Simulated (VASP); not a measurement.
Input:

```xyz
2
Lattice="3.8949 -2.1228 -0.0275 3.8949 2.1228 -0.0275 2.7153 0.0000 3.5341" Properties=species:S:1:pos:R:3 pbc="T T T"
Sb     2.4744     0.0000     0.8195
Sb     8.0307     0.0000     2.6597
```

Computed with PBEsol GGA, VASP's PBE PAW potentials (set 64) (plane waves; VASP 6.6.1). Run with 480 eV cut-off, 8×8×8 Γ-centred mesh, Gaussian smearing of 0.050 eV, potentials Sb.

Give the force on each atom (eV/Å).

| atom | Fx | Fy | Fz |
|---|---|---|---|
| Sb1 | 0.080 | 0.000 | 0.031 |
| Sb2 | -0.080 | 0.000 | -0.031 |

Give the stress tensor in GPa (positive for a compressed cell).

```
0.44  0.00  0.38
0.00  1.94  0.00
0.38  0.00  1.14
```
The pressure is its mean diagonal, 1.17 GPa.

The compound is Sb in the a7 structure. This cell was strained or had an atom moved on purpose.
